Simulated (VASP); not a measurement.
# K8CBr8O2 in VASP: a series of runs

One slab, K8CBr8O2, is run at these levels: PBE+D3(BJ); tasks: single point.

All numbers are computed with VASP 6.6.1; they aren't measurements. Logs are shortened: lines on timing, memory, paths and dates and some standing lists are left out, and cuts for length are marked.

**1. The slab as given**

The cell holds a slab with vacuum, 19 atoms: a = 6.600 Å, b = 6.600 Å, c = 24.900 Å, α = 90.00°, β = 90.00°, γ = 90.00°.

**2. Single point, PBE+D3(BJ)**

INCAR

```
SYSTEM = K8CBr8O2
PREC = Accurate ; ENCUT = 520
EDIFF = 1E-6 ; ISMEAR = -1
SIGMA = 0.05 ; LREAL = Auto
LASPH = .TRUE. ; NELM = 100
ALGO = Fast ; ISIF = 2
LWAVE = .FALSE. ; LCHARG = .FALSE.
GGA = PE ; IVDW = 12
NBANDS = 87
```

KPOINTS

```
Automatic mesh
0
G
  2 2 1
  0 0 0
```

POSCAR

```
K8CBr8O2
1.0
    6.6000000000      0.0000000000      0.0000000000
    0.0000000000      6.6000000000      0.0000000000
    0.0000000000      0.0000000000     24.9000000000
K Br C O
8 8 1 2
Direct
    0.0000000000      0.0000000000      0.0401606426
    0.5000000000      0.5000000000      0.0401606426
    0.0000000000      0.5000000000      0.1726465863
    0.5000000000      0.0000000000      0.1726465863
    0.0000151515      0.0000000000      0.3052891566
    0.4999848485      0.5000000000      0.3052650602
   -0.0003181818      0.5000909091      0.4361967871
    0.5001666667      0.0000909091      0.4361887550
    0.0000000000      0.0000000000      0.1725502008
    0.5000000000      0.5000000000      0.1725542169
    0.0000000000      0.5000000000      0.0401606426
    0.5000000000      0.0000000000      0.0401606426
    0.0001363636      0.0000454545      0.4381887550
    0.4997272727      0.5000454545      0.4383172691
   -0.0000151515      0.5000000000      0.3053172691
    0.5000000000      0.0000000000      0.3053172691
    0.3391818182      0.5025000000      0.6265261044
    0.1889848485      0.5998636364      0.6240843373
    0.4892424242      0.4049393939      0.6246265060
```

Potentials or basis: VASP PAW PBE potentials, release 64 (K_sv, Br, C, O).

On the command line:

```
$ cat potpaw_PBE.64/K_sv/POTCAR potpaw_PBE.64/Br/POTCAR potpaw_PBE.64/C/POTCAR potpaw_PBE.64/O/POTCAR > POTCAR
$ mpirun -np 1 vasp_std > vasp.out
```

OUTCAR:

```text
SYSTEM = K8CBr8O2
   PREC = Accurate
   ENCUT = 520
   EDIFF = 1E-6
   ISMEAR = -1
   LREAL = Auto
   LASPH = .TRUE.
   NELM = 100
   ISIF = 2
   GGA = PE
   IVDW = 12
 IVDW          = 12

 ion  position               nearest neighbor table
   1  0.000  0.000  0.040-   9 3.30  11 3.30  12 3.30  11 3.30  12 3.30
   2  0.500  0.500  0.040-  10 3.30  11 3.30  12 3.30  12 3.30  11 3.30
   3  0.000  0.500  0.173-  11 3.30  10 3.30  10 3.30   9 3.30   9 3.30
   4  0.500  0.000  0.173-  12 3.30  10 3.30  10 3.30   9 3.30   9 3.30
   5  0.000  0.000  0.305-  16 3.30  15 3.30  15 3.30  16 3.30
   6  0.500  0.500  0.305-  15 3.30  15 3.30  16 3.30  16 3.30
   7  1.000  0.500  0.436-  15 3.26  13 3.30  14 3.30  13 3.30  14 3.30
   8  0.500  0.000  0.436-  16 3.26  14 3.30  13 3.30  13 3.30  14 3.30
   9  0.000  0.000  0.173-   1 3.30   3 3.30   4 3.30   3 3.30   4 3.30
  10  0.500  0.500  0.173-   2 3.30   3 3.30   4 3.30   4 3.30   3 3.30
  11  0.000  0.500  0.040-   3 3.30   2 3.30   1 3.30   1 3.30   2 3.30
  12  0.500  0.000  0.040-   4 3.30   2 3.30   1 3.30   2 3.30   1 3.30
  13  0.000  0.000  0.438-   7 3.30   8 3.30   8 3.30   7 3.30
  14  0.500  0.500  0.438-   7 3.30   8 3.30   7 3.30   8 3.30
  15  1.000  0.500  0.305-   7 3.26   5 3.30   5 3.30   6 3.30   6 3.30
  16  0.500  0.000  0.305-   8 3.26   5 3.30   6 3.30   6 3.30   5 3.30
  17  0.339  0.502  0.627-  19 1.18  18 1.18
  18  0.189  0.600  0.624-  17 1.18
  19  0.489  0.405  0.625-  17 1.18

  LATTYP: Found a simple tetragonal cell.
 ALAT       =     6.6000000000
 C/A-ratio  =     3.7727272727

  Lattice vectors:

 A1 = (   6.6000000000,   0.0000000000,   0.0000000000)
 A2 = (   0.0000000000,   6.6000000000,   0.0000000000)
 A3 = (   0.0000000000,   0.0000000000,  24.9000000000)

Analysis of symmetry for initial positions (statically):
=====================================================================
 Subroutine PRICEL returns:
 Original cell was already a primitive cell.

 Routine SETGRP: Setting up the symmetry group for a
 simple tetragonal supercell.

 Subroutine GETGRP returns: Found  1 space group operations
 (whereof  1 operations were pure point group operations)
 out of a pool of 16 trial point group operations.

The static configuration has the point symmetry C_1 .

Analysis of symmetry for dynamics (positions and initial velocities):
=====================================================================
 Subroutine PRICEL returns:
 Original cell was already a primitive cell.

 Routine SETGRP: Setting up the symmetry group for a
 simple tetragonal supercell.

 Subroutine GETGRP returns: Found  1 space group operations
 (whereof  1 operations were pure point group operations)
 out of a pool of 16 trial point group operations.

The dynamic configuration has the point symmetry C_1 .

 Subroutine INISYM returns: Found  1 space group operations
 (whereof  1 operations are pure point group operations),
 and found     1 'primitive' translations

----------------------------------------------------------------------------------------

                                     Primitive cell

  volume of cell :    1084.6440

  direct lattice vectors                    reciprocal lattice vectors
     6.600000000  0.000000000  0.000000000     0.151515152  0.000000000  0.000000000
     0.000000000  6.600000000  0.000000000     0.000000000  0.151515152  0.000000000
     0.000000000  0.000000000 24.900000000     0.000000000  0.000000000  0.040160643

  length of vectors
     6.600000000  6.600000000 24.900000000     0.151515152  0.151515152  0.040160643

  position of ions in fractional coordinates (direct lattice)
     0.000000000  0.000000000  0.040160643
     0.500000000  0.500000000  0.040160643
     0.000000000  0.500000000  0.172646586
     0.500000000  0.000000000  0.172646586
     0.000015152  0.000000000  0.305289157
     0.499984848  0.500000000  0.305265060
[... 11 lines left out ...]
     0.188984848  0.599863636  0.624084337
     0.489242424  0.404939394  0.624626506

  ion indices of the primitive-cell ions
   primitive index   ion index
                 1           1
                 2           2
                 3           3
                 4           4
                 5           5
                 6           6
[... 11 lines left out ...]
                18          18
                19          19

----------------------------------------------------------------------------------------

 KPOINTS: Automatic mesh

Automatic generation of k-mesh.
 Grid dimensions read from file:
 generate k-points for:    2    2    1

 Generating k-lattice:

  Cartesian coordinates                     Fractional coordinates (reciprocal lattice)
     0.075757576  0.000000000  0.000000000     0.500000000  0.000000000  0.000000000
     0.000000000  0.075757576  0.000000000     0.000000000  0.500000000  0.000000000
     0.000000000  0.000000000  0.040160643     0.000000000  0.000000000  1.000000000

[... 48 lines left out ...]
   EMIN   =  10.00;   EMAX   =-10.00  energy-range for DOS
   EFERMI =   0.00;   METHOD = LEGACY
   ISMEAR =    -1;   SIGMA  =   0.05  broadening in eV -4-tet -1-fermi 0-gaus
   EFERMI_NEDOS =   21; number of points for ismear=-14 and -15
   IALGO  =     68    algorithm
   IMIX   =      4    mixing-type and parameters
     AMIX     =   0.40;   BMIX     =  1.00
     AMIX_MAG =   1.60;   BMIX_MAG =  1.00
  volume/ion in A,a.u.               =      57.09       385.24
  Fermi-wavevector in a.u.,A,eV,Ry     =   0.835154  1.578212  9.489823  0.697482
  Thomas-Fermi vector in A             =   1.948665
   LORBIT       =      0    0 simple, 1 ext, 2 COOP (PROOUT), +10 PAW based schemes
   GGA     = PE    functional components
   LHFCALC =     F    Hartree Fock is set to
   AEXX    =    0.0000 exact exchange contribution
   IVDW    =    12    specifies the selected vdW correction
   LEPSILON=     F    determine dielectric tensor
   LRPA    =     F    only Hartree local field effects (RPA)
 non-spin polarized calculation
 RMM-DIIS sequential band-by-band and
  energy-cutoff  :      520.00
  volume of cell :     1084.64
 maximum number of plane-waves:     29301
 NGX is ok and might be reduce to    50
   NGX = 25   NGY = 25   NGZ = 93

 number of electron     143.9999973 magnetization

 Free energy of the ion-electron system (eV)
  ---------------------------------------------------
  ext. energy  EPLUGINS =         0.00000000
  ---------------------------------------------------
  free energy    TOTEN  =       -72.10915406 eV

  energy without entropy =      -72.10915406  energy(sigma->0) =      -72.10915406

 E-fermi :  -2.2057     XC(G=0):  -4.7571

 val. band max:       -3.4604367873   @ k =   0.0000   0.0000   0.0000
 cond. band min:       0.6972694875   @ k =   0.0000   0.0000   0.0000
 fundamental gap:      4.1577062749
 Fermi energy:        -2.2057182965

 k-point     1 :       0.0000    0.0000    0.0000
  band No.  band energies     occupation
      1     -31.5689      2.00000
      2     -31.5654      2.00000
      3     -31.4899      2.00000
      4     -31.4846      2.00000
      5     -31.2623      2.00000
      6     -31.2546      2.00000
[... 76 lines left out ...]
     83       2.7859      0.00000
     84       3.2099      0.00000

 k-point     2 :       0.5000    0.0000    0.0000
  band No.  band energies     occupation
      1     -31.5672      2.00000
      2     -31.5669      2.00000
      3     -31.4892      2.00000
      4     -31.4852      2.00000
      5     -31.2617      2.00000
      6     -31.2548      2.00000
[... 76 lines left out ...]
     83       3.3519      0.00000
     84       3.5159      0.00000

 k-point     3 :       0.0000    0.5000    0.0000
  band No.  band energies     occupation
      1     -31.5672      2.00000
      2     -31.5669      2.00000
      3     -31.4892      2.00000
      4     -31.4852      2.00000
      5     -31.2617      2.00000
      6     -31.2548      2.00000
[... 76 lines left out ...]
     83       3.4189      0.00000
     84       3.6754      0.00000

 k-point     4 :       0.5000    0.5000    0.0000
  band No.  band energies     occupation
      1     -31.5672      2.00000
      2     -31.5669      2.00000
      3     -31.4892      2.00000
      4     -31.4852      2.00000
      5     -31.2616      2.00000
      6     -31.2546      2.00000
[... 76 lines left out ...]
     83       3.2320      0.00000
     84       3.2331      0.00000
 [bands above 84 left out]

------------------------ aborting loop because EDIFF is reached ----------------------------------------

 Edisp (eV)   -2.79827

 E8    (eV) :    -1.3230

  FORCE on cell =-STRESS in cart. coord.  units (eV):
  Direction    XX          YY          ZZ          XY          YZ          ZX
  --------------------------------------------------------------------------------------
  -------------------------------------------------------------------------------------
  Total      -2.45397    -1.90820    -0.82707     0.57591    -0.04405     0.04448
  in kB      -3.62487    -2.81869    -1.22171     0.85070    -0.06506     0.06570
  external pressure =       -2.56 kB  Pullay stress =        0.00 kB

 VOLUME and BASIS-vectors are now :
 -----------------------------------------------------------------------------
  energy-cutoff  :      520.00
  volume of cell :     1084.64
      direct lattice vectors                 reciprocal lattice vectors
     6.600000000  0.000000000  0.000000000     0.151515152  0.000000000  0.000000000
     0.000000000  6.600000000  0.000000000     0.000000000  0.151515152  0.000000000
     0.000000000  0.000000000 24.900000000     0.000000000  0.000000000  0.040160643

 POSITION                                       TOTAL-FORCE (eV/Angst)
 -----------------------------------------------------------------------------------
      0.00000      0.00000      1.00000         0.000201     -0.000169      0.085383
      3.30000      3.30000      1.00000         0.000242     -0.000111      0.085304
      0.00000      3.30000      4.29890         0.000230     -0.000113     -0.015523
      3.30000      0.00000      4.29890         0.000313     -0.000090     -0.015575
      0.00010      0.00000      7.60170         0.000677      0.000009      0.013744
      3.29990      3.30000      7.60110        -0.000551      0.000038      0.012524
[... 11 lines left out ...]
      1.24730      3.95910     15.53970         0.460867     -0.291692      0.347193
      3.22900      2.67260     15.55320        -0.459928      0.296303      0.363406
 -----------------------------------------------------------------------------------
    total drift:                               -0.004723      0.002008      0.074478

  FREE ENERGIE OF THE ION-ELECTRON SYSTEM (eV)
  ---------------------------------------------------
  free  energy   TOTEN  =       -74.9074269294 eV

  energy  without entropy=      -74.9074269294  energy(sigma->0) =      -74.90742693
```

Run time: 9.8 min. Hardware: 1 thread of Intel Xeon 6975P-C (Granite Rapids), shared host; peak memory 1 GiB.

Results:

| Property | Result |
| --- | --- |
| Free energy | -74.9074 eV |
| Largest force | 0.774 eV/Å |
| Band gap on the k mesh | 4.16 eV, direct |
| Dispersion energy per atom | -0.147 eV |

Forces in eV/Å, atoms in the order of the input:
```
K    0.000  0.000  0.085
K    0.000  0.000  0.085
K    0.000  0.000 -0.016
K    0.000  0.000 -0.016
K    0.001  0.000  0.014
K   -0.001  0.000  0.013
K   -0.001  0.002  0.010
K   -0.001  0.000  0.003
Br   0.000  0.000  0.003
Br   0.000  0.000  0.003
Br   0.000  0.000 -0.055
Br   0.000  0.000 -0.055
Br   0.003  0.002  0.010
Br  -0.010  0.002  0.030
Br   0.000  0.000 -0.026
Br   0.001  0.000 -0.026
C    0.004 -0.010 -0.774
O    0.461 -0.292  0.347
O   -0.460  0.296  0.363
```

Caveat: the k mesh is coarse (spacing up to 0.48 Å⁻¹), so the values aren't converged; the standard files for N, O and F lose accuracy on very short bonds. As with any semilocal functional, this PBE gap is likely too small.

**3. Single point, PBE+D3(BJ)**

INCAR

```
ALGO     = Fast           # electronic algorithm
EDIFF    = 1E-7           # SCF threshold, eV
ENCUT    = 520            # plane-wave cutoff, eV
GGA      = PE             # functional
ISIF     = 2              # what is computed and relaxed
ISMEAR   = -1             # smearing method
IVDW     = 12             # dispersion correction
LASPH    = True           # aspherical terms in the spheres
LCHARG   = True           # write CHGCAR
LELF     = True           # ELF
LREAL    = Auto         
LVHAR    = True         
LWAVE    = False          # write WAVECAR
NBANDS   = 87             # bands
NELM     = 100            # most SCF steps
PREC     = Accurate       # precision mode
SIGMA    = 0.05           # smearing width, eV
```

KPOINTS

```
k-points
0
Gamma
  2 2 1
```

POSCAR

```
K8CBr8O2
1.0
    6.6000000000      0.0000000000      0.0000000000
    0.0000000000      6.6000000000      0.0000000000
    0.0000000000      0.0000000000     24.9000000000
K Br C O
8 8 1 2
Direct
    0.0000000000      0.0000000000      0.0401606426
    0.5000000000      0.5000000000      0.0401606426
   -0.0000151515      0.5000000000      0.1723574297
    0.5000000000      0.0000000000      0.1723534137
    0.0000909091      0.0000303030      0.3056265060
    0.4998484848      0.5000303030      0.3055421687
   -0.0013939394      0.5006969697      0.4347670683
    0.5005757576      0.0005151515      0.4343775100
    0.0000000000      0.0000000000      0.1724016064
    0.5000000000      0.5000000000      0.1724136546
    0.0000000000      0.5000000000      0.0401606426
    0.5000000000      0.0000000000      0.0401606426
    0.0005909091      0.0003484848      0.4386827309
    0.4983030303      0.5004242424      0.4395742972
   -0.0000909091      0.5000151515      0.3049437751
    0.5000606061      0.0000151515      0.3049357430
    0.4100151515      0.5001666667      0.5726465863
    0.2631666667      0.5993333333      0.5696827309
    0.5568484848      0.4010151515      0.5742489960
```

Potentials or basis: VASP PAW PBE potentials, release 64 (K_sv, Br, C, O).

On the command line:

```
$ cat potpaw_PBE.64/K_sv/POTCAR potpaw_PBE.64/Br/POTCAR potpaw_PBE.64/C/POTCAR potpaw_PBE.64/O/POTCAR > POTCAR
$ mpirun -np 1 vasp_std > vasp.out
```

Wall time 13 min (1 thread of Intel Xeon 6975P-C (Granite Rapids), shared host); peak memory 1.1 GiB.

It converged, with:

* Free energy: -75.0267 eV
* Largest force: 0.671 eV/Å
* Band gap on the k mesh: 4.32 eV, direct
* Dispersion energy per atom: -0.151 eV

Forces on the atoms (eV/Å):
```
K    0.000  0.000  0.074
K    0.000  0.000  0.073
K    0.000  0.000 -0.015
K    0.000  0.000 -0.016
K    0.001  0.000  0.004
K   -0.002  0.000  0.005
K   -0.007  0.011  0.105
K    0.001  0.005  0.073
Br   0.000  0.000  0.028
Br   0.000  0.000  0.028
Br   0.000  0.000 -0.052
Br   0.000 -0.001 -0.052
Br   0.002  0.013 -0.043
Br  -0.004  0.020 -0.141
Br  -0.001  0.000 -0.034
Br   0.001  0.000 -0.038
C    0.045 -0.012 -0.399
O   -0.522  0.330  0.110
O    0.484 -0.362  0.291
```

Levels at points of the mesh, in eV from the valence-band top:
| k point | band 68 | band 69 | band 70 | band 71 | band 72 | band 73 | band 74 | band 75 | band 76 | band 77 |
| --- | --- | --- | --- | --- | --- | --- | --- | --- | --- | --- |
| (0.00, 0.00, 0.00) | -0.09 | -0.05 | -0.04 | -0.01 | 0.00 | 4.32 | 4.59 | 5.14 | 5.68 | 5.71 |
| (0.50, 0.00, 0.00) | -0.22 | -0.19 | -0.18 | -0.17 | -0.11 | 5.13 | 5.64 | 5.66 | 5.66 | 5.77 |
| (0.00, 0.50, 0.00) | -0.22 | -0.19 | -0.18 | -0.17 | -0.11 | 5.18 | 5.63 | 5.66 | 5.73 | 5.78 |
| (0.50, 0.50, 0.00) | -0.25 | -0.25 | -0.21 | -0.20 | -0.15 | 5.53 | 5.69 | 5.94 | 6.35 | 6.36 |

Caveat: the k mesh is coarse (spacing up to 0.48 Å⁻¹), so the values aren't converged; the standard files for N, O and F lose accuracy on very short bonds. PBE gaps usually lie below the measured ones, often by a third to a half.

**4. Single point, PBE+D3(BJ)**

INCAR

```
SYSTEM = K8CBr8O2
ALGO = Fast
EDIFF = 1E-6
ENCUT = 520
GGA = PE
ISIF = 2
ISMEAR = -1
IVDW = 12
LASPH = .TRUE.
LCHARG = .FALSE.
LREAL = Auto
LWAVE = .FALSE.
NBANDS = 87
NELM = 100
PREC = Accurate
SIGMA = 0.05
```

KPOINTS

```
k-points
0
G
  2 2 1
  0 0 0
```

POSCAR

```
K8CBr8O2
1.0
    6.6000000000      0.0000000000      0.0000000000
    0.0000000000      6.6000000000      0.0000000000
    0.0000000000      0.0000000000     24.9000000000
K Br C O
8 8 1 2
Direct
    0.0000000000      0.0000000000      0.0401606426
    0.5000000000      0.5000000000      0.0401606426
   -0.0000454545      0.5000000000      0.1717469880
    0.5000303030      0.0000000000      0.1716907631
    0.0002575758      0.0001363636      0.3056144578
    0.4994848485      0.5001060606      0.3051004016
   -0.0026515152      0.5025000000      0.4375461847
    0.5006969697      0.0013939394      0.4355100402
    0.0000151515      0.0000000000      0.1725863454
    0.4999696970      0.5000000000      0.1726345382
    0.0000000000      0.5000000000      0.0401606426
    0.5000000000      0.0000000000      0.0401606426
    0.0008939394      0.0016818182      0.4381485944
    0.5015151515      0.5011060606      0.4311967871
   -0.0003636364      0.5000757576      0.3041164659
    0.5001969697      0.0000757576      0.3039799197
    0.4748030303      0.4927727273      0.5281646586
    0.3287424242      0.5941666667      0.5293815261
    0.6132272727      0.3939090909      0.5416265060
```

On the command line:

```
$ cat potpaw_PBE.64/K_sv/POTCAR potpaw_PBE.64/Br/POTCAR potpaw_PBE.64/C/POTCAR potpaw_PBE.64/O/POTCAR > POTCAR
$ mpirun -np 1 vasp_std > vasp.out
```

Wall time 10 min (1 thread of Intel Xeon 6975P-C (Granite Rapids), shared host); peak memory 1 GiB.

Results (log left out):

```
Free energy                : -74.5443 eV
Largest force              : 1.958 eV/Å
Band gap on the k mesh     : 4.35 eV, direct
Dispersion energy per atom : -0.155 eV
```

Forces in eV/Å, atoms in the order of the input:
```
K    0.000  0.000  0.068
K    0.000  0.000  0.068
K    0.000  0.000  0.007
K   -0.002  0.000  0.003
K    0.000  0.002 -0.030
K    0.000 -0.003 -0.241
K    0.053 -0.003  0.057
K    0.000  0.000  0.016
Br   0.000  0.000  0.010
Br   0.000  0.000 -0.002
Br   0.000  0.000 -0.055
Br   0.000  0.000 -0.056
Br  -0.007  0.015 -0.022
Br   0.345 -0.134 -1.541
Br   0.003  0.004  0.064
Br   0.003  0.000  0.051
C   -0.157  0.112  0.470
O   -1.562  0.985  0.653
O    1.322 -0.976  0.480
```

Levels at points of the mesh, in eV from the valence-band top:
```
           k point  band 69  band 70  band 71  band 72  band 73  band 74  band 75  band 76
(0.00, 0.00, 0.00)    -0.13    -0.11     0.00     0.00     4.35     4.68     5.17     5.42
(0.50, 0.00, 0.00)    -0.20    -0.19    -0.15    -0.14     5.03     5.70     5.73     5.79
(0.00, 0.50, 0.00)    -0.20    -0.20    -0.14    -0.14     5.08     5.68     5.73     5.81
(0.50, 0.50, 0.00)    -0.22    -0.22    -0.21    -0.21     5.17     5.82     6.40     6.43
```

Caveat: the k mesh is coarse (spacing up to 0.48 Å⁻¹), so the values aren't converged; the standard files for N, O and F lose accuracy on very short bonds. Expect the measured gap to be larger: semilocal functionals such as PBE lack the derivative discontinuity.
